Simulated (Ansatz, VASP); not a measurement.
# HfO2 in two plane-wave programs

Wanted: the spread between two codes on one cell, functional and k mesh. The cell is taken from a series of runs on this material, whose earlier steps may have relaxed, scaled, displaced or heated it; both programs get it as it stands.

Calculated with Ansatz 0.2.0; plane waves, with VASP 6.6.1 beside it; zone-centre phonons at LDA.

### 1. Starting point

Symmetry: I4/mmm, No. 139, tetragonal system. Conventional cell: a = 3.562 Å, b = 3.562 Å, c = 4.802 Å, α = 90.00°, β = 90.00°, γ = 90.00°. O has 4 Hf at 2.15 Å nearest. Nearest to Hf lie 8 O at 2.15 Å. Farther neighbours and most contacts between anions are not listed.

### 2. VASP: zone-centre phonons, LDA

Second derivatives magnify differences that forces hide, and they need a tight electronic threshold.

Lines of VASP's logs that name or quote its potential files are left out, and so is its time.

Input file INCAR:

```
SYSTEM = HfO2
PREC = Accurate
ENCUT = 600
EDIFF = 1E-08
NELM = 120
ISMEAR = 0
SIGMA = 0.01
LREAL = .FALSE.
ALGO = Normal
GGA = PW92
NBANDS = 17
LASPH = .TRUE.
LORBIT = 11
LWAVE = .FALSE.
LCHARG = .FALSE.
ISIF = 2
IBRION = 8
LEPSILON = .TRUE.
GGA_COMPAT = .FALSE.
EFERMI = MIDGAP
KPAR = 2
```

Input file POSCAR:

```
HfO2
1.0
    0.0000000000      2.5187705729      2.4008315992
    2.5187705729      0.0000000000      2.4008315992
    2.5187705729      2.5187705729      0.0000000000
O Hf
2 1
Direct
    0.2500000000      0.2500000000      0.2500000000
    0.7500000000      0.7500000000      0.7500000000
    0.0000000000      0.0000000000      0.0000000000
```

Input file KPOINTS:

```
Automatic mesh
0
Gamma
8 8 8
0 0 0
```

PAW data sets: O and Hf_pv (LDA family, release 64).

On the command line:

```
$ mpirun -np 2 vasp_std
```

Numbers of over 12 decimals in the logs are rounded to 6 here.

Log:

```text
[banner, memory and clock lines left out]
running    2 mpi-ranks, on    1 nodes
 distrk:  each k-point on    1 cores,    2 groups
 distr:  one band on    1 cores,    1 groups

 POSCAR found type information on POSCAR O Hf
 POSCAR found :  2 types and       3 ions
|                                                                             |
|               ----> ADVICE to this user running VASP <----                  |
|                                                                             |
|     You enforced a specific xc type in the INCAR file but a different       |
|     [... a line on the potential file left out ...]
|     I HOPE YOU KNOW WHAT YOU ARE DOING!                                     |
|                                                                             |

 LDA part: xc-table for (Slater(with rela. corr.)+PW92), standard interpolation
 POSCAR, INCAR and KPOINTS ok, starting setup
 FFT: planning ... GRIDC
 FFT: planning ... GRID_SOFT
 FFT: planning ... GRID
 WAVECAR not read
 entering main loop
       N       E                     dE             d eps       ncg     rms          rms(c)
DAV:   1     0.986939526281E+02    0.98694E+02   -0.13973E+04  2006   0.145E+03
DAV:   2    -0.347630213327E+02   -0.13346E+03   -0.12976E+03  2632   0.315E+02
DAV:   3    -0.385991930055E+02   -0.38362E+01   -0.38266E+01  2404   0.490E+01
DAV:   4    -0.386198101665E+02   -0.20617E-01   -0.20613E-01  2579   0.390E+00
DAV:   5    -0.386199361667E+02   -0.12600E-03   -0.12599E-03  2419   0.284E-01    0.569E+01
DAV:   6    -0.332116770833E+02    0.54083E+01   -0.21905E+01  2045   0.343E+01    0.476E+01
DAV:   7    -0.330698764749E+02    0.14180E+00   -0.68123E-01  2263   0.717E+00    0.309E+01
DAV:   8    -0.330243724824E+02    0.45504E-01   -0.18530E-01  2079   0.410E+00    0.784E+00
DAV:   9    -0.330112327732E+02    0.13140E-01   -0.37706E-02  2138   0.169E+00    0.244E+00
DAV:  10    -0.330108998447E+02    0.33293E-03   -0.20969E-03  2457   0.360E-01    0.860E-02
DAV:  11    -0.330108962464E+02    0.35983E-05   -0.11724E-04  2398   0.897E-02    0.474E-02
DAV:  12    -0.330108969596E+02   -0.71321E-06   -0.51696E-06  2543   0.182E-02    0.220E-02
DAV:  13    -0.330108970140E+02   -0.54438E-07   -0.14355E-07  2459   0.340E-03    0.179E-03
DAV:  14    -0.330108970162E+02   -0.21951E-08   -0.27404E-09  1485   0.480E-04
   1 F= -.33010897E+02 E0= -.33010897E+02  d E =0.000000E+00
 Linear response reoptimize wavefunctions to high precision
DAV:   1    -0.330108970167E+02   -0.44247E-09   -0.63115E-10  1654   0.241E-04
DAV:   2    -0.330108970167E+02   -0.63665E-11   -0.57772E-11  1157   0.627E-05
 Linear response G [H, r] |phi>, progress :
  Direction:   1
       N       E                     dE             d eps       ncg     rms
RMM:   1    -0.905788922172E+02   -0.90579E+02    0.75545E+02  2945   0.188E+02
RMM:   2    -0.897583127004E+02    0.82058E+00   -0.18490E+01  3211   0.290E+01
RMM:   3    -0.897818501480E+02   -0.23537E-01   -0.84213E-01  3975   0.390E+00
RMM:   4    -0.897882181175E+02   -0.63680E-02   -0.62290E-02  4104   0.832E-01
RMM:   5    -0.897889167325E+02   -0.69861E-03   -0.47776E-03  4130   0.195E-01
RMM:   6    -0.897889517345E+02   -0.35002E-04   -0.44389E-04  4097   0.489E-02
RMM:   7    -0.897889539085E+02   -0.21741E-05   -0.11478E-04  4101   0.152E-02
RMM:   8    -0.897889538672E+02    0.41353E-07    0.89495E-05  3762   0.635E-03
RMM:   9    -0.897889534317E+02    0.43546E-06    0.40922E-04  3569   0.405E-03
RMM:  10    -0.897889537858E+02   -0.35407E-06    0.31420E-04  3419   0.337E-03
RMM:  11    -0.897889540375E+02   -0.25168E-06   -0.65489E-05  3049   0.316E-03
RMM:  12    -0.897889539926E+02    0.44921E-07   -0.14567E-04  2794   0.308E-03
RMM:  13    -0.897889538859E+02    0.10665E-06    0.55883E-05  2685   0.307E-03
 Linear response G [H, r] |phi>, progress :
  Direction:   2
       N       E                     dE             d eps       ncg     rms
RMM:   1    -0.891183552064E+02   -0.89118E+02    0.71743E+02  2956   0.185E+02
RMM:   2    -0.883118855602E+02    0.80647E+00   -0.17260E+01  3226   0.282E+01
RMM:   3    -0.883303621115E+02   -0.18477E-01   -0.74129E-01  3980   0.376E+00
RMM:   4    -0.883333741031E+02   -0.30120E-02   -0.51272E-02  4060   0.801E-01
RMM:   5    -0.883338402879E+02   -0.46618E-03   -0.48883E-03  4140   0.198E-01
RMM:   6    -0.883338812840E+02   -0.40996E-04   -0.40177E-04  4079   0.487E-02
RMM:   7    -0.883338833716E+02   -0.20876E-05   -0.43645E-05  4090   0.141E-02
RMM:   8    -0.883338836226E+02   -0.25099E-06    0.59872E-06  3745   0.541E-03
RMM:   9    -0.883338834752E+02    0.14741E-06    0.65449E-05  3546   0.319E-03
RMM:  10    -0.883338839600E+02   -0.48485E-06    0.49753E-05  3355   0.258E-03
RMM:  11    -0.883338836061E+02    0.35398E-06    0.14139E-04  3043   0.240E-03
[...]
RMM:  14    -0.219731008889E+00   -0.18906E-08   -0.31473E-07  5747   0.159E-04    0.130E-05
RMM:  15    -0.219731010167E+00   -0.12780E-08   -0.23951E-07  5502   0.157E-04    0.360E-06
RMM:  16    -0.219731011630E+00   -0.14625E-08   -0.20769E-07  5302   0.156E-04    0.100E-06
RMM:  17    -0.219731011769E+00   -0.13906E-09   -0.18349E-07  5120   0.156E-04    0.240E-07
RMM:  18    -0.219731012210E+00   -0.44098E-09   -0.19383E-07  4991   0.155E-04    0.528E-07
RMM:  19    -0.219731012240E+00   -0.30383E-10   -0.16282E-07  4919   0.155E-04    0.314E-07
RMM:  20    -0.219731012276E+00   -0.35430E-10   -0.17577E-07  4884   0.155E-04    0.508E-07
RMM:  21    -0.219731012419E+00   -0.14301E-09   -0.15625E-07  4848   0.155E-04    0.172E-07
RMM:  22    -0.219731012382E+00    0.36591E-10   -0.17509E-07  4858   0.155E-04    0.608E-07
RMM:  23    -0.219731012402E+00   -0.20018E-10   -0.15742E-07  4856   0.155E-04    0.271E-07
RMM:  24    -0.219731012463E+00   -0.60849E-10   -0.17580E-07  4841   0.155E-04    0.533E-07
RMM:  25    -0.219731012489E+00   -0.25562E-10   -0.15409E-07  4822   0.155E-04    0.251E-07
RMM:  26    -0.219731012485E+00    0.34873E-11   -0.17428E-07  4854   0.155E-04    0.502E-07
RMM:  27    -0.219731012453E+00    0.32258E-10   -0.15492E-07  4837   0.155E-04    0.267E-07
[...]
RMM:  90    -0.219731012528E+00   -0.11865E-09   -0.17151E-07  4238   0.155E-04    0.459E-07
RMM:  91    -0.219731012483E+00    0.44452E-10   -0.15410E-07  4234   0.155E-04    0.364E-07
RMM:  92    -0.219731012403E+00    0.79815E-10   -0.17166E-07  4238   0.155E-04    0.462E-07
RMM:  93    -0.219731012468E+00   -0.64359E-10   -0.15380E-07  4234   0.155E-04    0.366E-07
RMM:  94    -0.219731012525E+00   -0.57040E-10   -0.17244E-07  4240   0.155E-04    0.452E-07
RMM:  95    -0.219731012452E+00    0.73227E-10   -0.15379E-07  4233   0.155E-04    0.376E-07
RMM:  96    -0.219731012431E+00    0.20563E-10   -0.17254E-07  4240   0.155E-04    0.452E-07
RMM:  97    -0.219731012509E+00   -0.77855E-10   -0.15490E-07  4228   0.155E-04    0.381E-07
 first order change of Fermi-energy   0.19473E-03
 force on displaced ion       3 direction 1 :  -7.222   0.000   0.000
 Born effective charge ion    3 direction 1 :   5.672   0.000   0.000
 Linear response progress:
  Degree of freedom:   4/  4
       N       E                     dE             d eps       ncg     rms          rms(c)
RMM:   1    -0.229768800713E+00   -0.22977E+00    0.22327E+00  2510   0.940E+00
RMM:   2    -0.222158803237E+00    0.76100E-02   -0.27850E-02  3028   0.112E+00    0.847E-01
RMM:   3    -0.221425375648E+00    0.73343E-03   -0.94934E-04  3594   0.145E-01    0.441E-01
RMM:   4    -0.220845901900E+00    0.57947E-03   -0.10211E-04  3881   0.563E-02    0.199E-01
RMM:   5    -0.220520327991E+00    0.32557E-03   -0.18408E-05  4003   0.268E-02    0.205E-02
RMM:   6    -0.220537077667E+00   -0.16750E-04   -0.23616E-06  3920   0.872E-03    0.159E-02
RMM:   7    -0.220540183321E+00   -0.31057E-05   -0.71969E-07  4287   0.202E-03    0.123E-02
RMM:   8    -0.220539158681E+00    0.10246E-05   -0.51126E-06  4073   0.785E-04    0.215E-04
RMM:   9    -0.220538792098E+00    0.36658E-06   -0.57610E-06  4417   0.354E-04    0.834E-05
RMM:  10    -0.220539091602E+00   -0.29950E-06   -0.34183E-06  4114   0.189E-04    0.437E-05
RMM:  11    -0.220539133624E+00   -0.42022E-07   -0.17691E-06  4378   0.135E-04    0.494E-05
RMM:  12    -0.220539148741E+00   -0.15117E-07   -0.99448E-07  4248   0.114E-04    0.360E-05
RMM:  13    -0.220539158361E+00   -0.96203E-08   -0.55792E-07  3902   0.105E-04    0.297E-05
RMM:  14    -0.220539163196E+00   -0.48346E-08   -0.32593E-07  3449   0.101E-04    0.767E-06
RMM:  15    -0.220539164568E+00   -0.13720E-08   -0.17482E-07  3191   0.991E-05    0.180E-06
RMM:  16    -0.220539164977E+00   -0.40931E-09   -0.11568E-07  3119   0.976E-05    0.392E-07
RMM:  17    -0.220539165377E+00   -0.40018E-09   -0.56661E-08  2977   0.971E-05    0.829E-07
 first order change of Fermi-energy  -0.30149E-03
 force on displaced ion       3 direction 3 :   0.000   0.000  -7.335
 Born effective charge ion    3 direction 3 :   0.000   0.000   5.369
 Born effective charges drift removed
 Linear response finished
```

OUTCAR, selected parts (step 2):

```text
ion  position               nearest neighbor table
   1  0.250  0.250  0.250-   3 2.15   3 2.15   3 2.15   3 2.15
   2  0.750  0.750  0.750-   3 2.15   3 2.15   3 2.15   3 2.15
   3  0.000  0.000  0.000-   2 2.15   2 2.15   2 2.15   1 2.15   2 2.15   1 2.15   1 2.15   1 2.15

  LATTYP: Found a body centered tetragonal cell.
 ALAT       =     3.5620795047
 C/A-ratio  =     1.3479943926

 Subroutine GETGRP returns: Found 16 space group operations
 (whereof 16 operations were pure point group operations)

The static configuration has the point symmetry D_4h.

 Found     59 irreducible k-points:

   k-points           NKPTS =     59   k-points in BZ     NKDIM =     59   number of bands    NBANDS=     17

   dimension x,y,z NGX =    28 NGY =   28 NGZ =   28
   dimension x,y,z NGXF=    56 NGYF=   56 NGZF=   56

   ENCUT  =  600.0 eV  44.10 Ry    6.64 a.u.   6.95  6.95  7.11*2*pi/ulx,y,z

   NELECT =      22.0000    total number of electrons

 k-points in reciprocal lattice and weights: Automatic mesh
   0.00000000  0.00000000  0.00000000       0.002
   0.12500000  0.00000000  0.00000000       0.016
   0.25000000  0.00000000  0.00000000       0.016
   0.37500000  0.00000000  0.00000000       0.016
   0.50000000  0.00000000  0.00000000       0.008
   0.12500000  0.12500000  0.00000000       0.004
   0.25000000  0.12500000  0.00000000       0.016
   0.37500000  0.12500000  0.00000000       0.016
   0.50000000  0.12500000  0.00000000       0.016
[...]
-0.37500000  0.12500000  0.50000000       0.008
  -0.25000000  0.25000000  0.50000000       0.004

 average (electrostatic) potential at core
       1 -70.1002       2 -70.1002       3 -36.7427

  Total       -0.8153701     -0.8153701      3.8649884      0.0000000     -0.0000000      0.0000000
  in kB      -42.8841147    -42.8841147    203.2777601      0.0000000     -0.0000000      0.0000000
  external PRESSURE =      39.1698436 kB  Pullay stress =       0.0000000 kB

  energy-cutoff  :      600.00
  volume of cell :       30.46
      direct lattice vectors                 reciprocal lattice vectors
     0.000000000  2.518770573  2.400831599    -0.198509545  0.198509545  0.208261171
     2.518770573  0.000000000  2.400831599     0.198509545 -0.198509545  0.208261171
     2.518770573  2.518770573  0.000000000     0.198509545  0.198509545 -0.208261171

 POSITION                                       TOTAL-FORCE (eV/Angst)
 -----------------------------------------------------------------------------------
      1.25939      1.25939      1.20042         0.000000      0.000000      0.000000
      3.77816      3.77816      3.60125        -0.000000     -0.000000     -0.000000
      0.00000      0.00000      0.00000         0.000000     -0.000000     -0.000000
 -----------------------------------------------------------------------------------
    total drift:                                0.000000      0.000000      0.000000

 MACROSCOPIC STATIC DIELECTRIC TENSOR (including local field effects in DFT)
 ------------------------------------------------------
           5.458559     0.000000     0.000000
           0.000000     5.458559     0.000000
           0.000000     0.000000     5.147025
 ------------------------------------------------------

 PIEZOELECTRIC TENSOR (including local field effects)  for field in x, y, z        (C/m^2)
          XX          YY          ZZ          XY          YZ          ZX
  --------------------------------------------------------------------------------
  x     0.00000     0.00000     0.00000     0.00000     0.00000     0.00000
  y     0.00000     0.00000     0.00000     0.00000     0.00000     0.00000
  z     0.00000     0.00000     0.00000     0.00000     0.00000     0.00000

 BORN EFFECTIVE CHARGES (including local field effects) (in |e|, cummulative output)
 ---------------------------------------------------------------------------------
 ion    1
    1    -2.83626     0.00000     0.00000
    2     0.00000    -2.83626     0.00000
    3     0.00000     0.00000    -2.68463
 ion    2
    1    -2.83626     0.00000     0.00000
    2     0.00000    -2.83626     0.00000
    3     0.00000     0.00000    -2.68463
 ion    3
    1     5.67251     0.00000     0.00000
    2     0.00000     5.67251     0.00000
    3     0.00000     0.00000     5.36927

 Eigenvectors and eigenvalues of the dynamical matrix
 ----------------------------------------------------

   1 f  =   20.231988 THz   127.121330 2PiTHz  674.866476 cm-1    83.672741 meV
             X         Y         Z           dx          dy          dz
      1.259385  1.259385  1.200416    -0.000000   -0.000000   -0.707107
      3.778156  3.778156  3.601247    -0.000000    0.000000    0.707107
      0.000000  0.000000  0.000000    -0.000000   -0.000000   -0.000000

   2 f  =   17.593633 THz   110.544056 2PiTHz  586.860427 cm-1    72.761387 meV
             X         Y         Z           dx          dy          dz
      1.259385  1.259385  1.200416     0.707107    0.000000   -0.000000
      3.778156  3.778156  3.601247    -0.707107   -0.000000    0.000000
      0.000000  0.000000  0.000000     0.000000   -0.000000    0.000000

   3 f  =   17.593633 THz   110.544056 2PiTHz  586.860427 cm-1    72.761387 meV
             X         Y         Z           dx          dy          dz
      1.259385  1.259385  1.200416    -0.000000    0.707107   -0.000000
      3.778156  3.778156  3.601247     0.000000   -0.707107    0.000000
      0.000000  0.000000  0.000000    -0.000000    0.000000    0.000000

   4 f  =    8.132506 THz    51.098044 2PiTHz  271.271210 cm-1    33.633328 meV
             X         Y         Z           dx          dy          dz
      1.259385  1.259385  1.200416     0.000000    0.000000   -0.651209
      3.778156  3.778156  3.601247     0.000000    0.000000   -0.651209
      0.000000  0.000000  0.000000     0.000000   -0.000000    0.389685

   5 f  =    8.065868 THz    50.679344 2PiTHz  269.048399 cm-1    33.357735 meV
             X         Y         Z           dx          dy          dz
      1.259385  1.259385  1.200416     0.651150   -0.000000   -0.000000
      3.778156  3.778156  3.601247     0.651150   -0.000000   -0.000000
      0.000000  0.000000  0.000000    -0.389881    0.000000    0.000000

   6 f  =    8.065868 THz    50.679344 2PiTHz  269.048399 cm-1    33.357735 meV
             X         Y         Z           dx          dy          dz
      1.259385  1.259385  1.200416    -0.000000   -0.651150   -0.000000
      3.778156  3.778156  3.601247    -0.000000   -0.651150   -0.000000
      0.000000  0.000000  0.000000     0.000000    0.389881    0.000000

   7 f/i=    0.000213 THz     0.001341 2PiTHz    0.007119 cm-1     0.000883 meV
             X         Y         Z           dx          dy          dz
      1.259385  1.259385  1.200416    -0.274385    0.026769    0.000000
      3.778156  3.778156  3.601247    -0.274385    0.026769    0.000000
      0.000000  0.000000  0.000000    -0.916514    0.089414    0.000000

   8 f/i=    0.000213 THz     0.001341 2PiTHz    0.007119 cm-1     0.000883 meV
             X         Y         Z           dx          dy          dz
      1.259385  1.259385  1.200416    -0.026769   -0.274385   -0.000000
      3.778156  3.778156  3.601247    -0.026769   -0.274385   -0.000000
      0.000000  0.000000  0.000000    -0.089414   -0.916514   -0.000000

   9 f/i=    0.001951 THz     0.012256 2PiTHz    0.065064 cm-1     0.008067 meV
             X         Y         Z           dx          dy          dz
      1.259385  1.259385  1.200416    -0.000000   -0.000000    0.275549
      3.778156  3.778156  3.601247    -0.000000   -0.000000    0.275549
      0.000000  0.000000  0.000000    -0.000000   -0.000000    0.920948

 MACROSCOPIC STATIC DIELECTRIC TENSOR IONIC CONTRIBUTION
 ------------------------------------------------------
          26.463510     0.000000    -0.000000
           0.000000    26.463510    -0.000000
          -0.000000    -0.000000    23.337053
 ------------------------------------------------------

 ELASTIC MODULI CONTR FROM IONIC RELAXATION (kBar)
 Direction    XX          YY          ZZ          XY          YZ          ZX
 --------------------------------------------------------------------------------
 XX           0.0000      0.0000      0.0000      0.0000      0.0000      0.0000
 YY           0.0000      0.0000      0.0000      0.0000      0.0000      0.0000
 ZZ           0.0000      0.0000      0.0000      0.0000      0.0000      0.0000
 XY           0.0000      0.0000      0.0000   -419.2414      0.0000     -0.0000
 YZ           0.0000      0.0000      0.0000      0.0000   -447.9730      0.0000
 ZX           0.0000      0.0000      0.0000     -0.0000     -0.0000   -432.2414
 --------------------------------------------------------------------------------

 PIEZOELECTRIC TENSOR IONIC CONTR  for field in x, y, z        (C/m^2)
          XX          YY          ZZ          XY          YZ          ZX
  --------------------------------------------------------------------------------
  x     0.00000     0.00000     0.00000     0.00000     0.00000    -0.00000
  y     0.00000     0.00000     0.00000    -0.00000     0.00000    -0.00000
  z     0.00000     0.00000     0.00000     0.00000    -0.00000    -0.00000
```

[end of part 1 of 2]

[Lines on the potential files, build, host, timing and source positions are cut from VASP's logs without a mark.]

[Logs are printed without paths, hosts, clocks, repeated set-up lines and the standing remarks that a program may print on its own settings, such as how far it seeks lower states.]

[Hosts, paths, dates, database ids (printed as entryN), source tags and the programs' standing remarks are cut or masked in the printed files.]
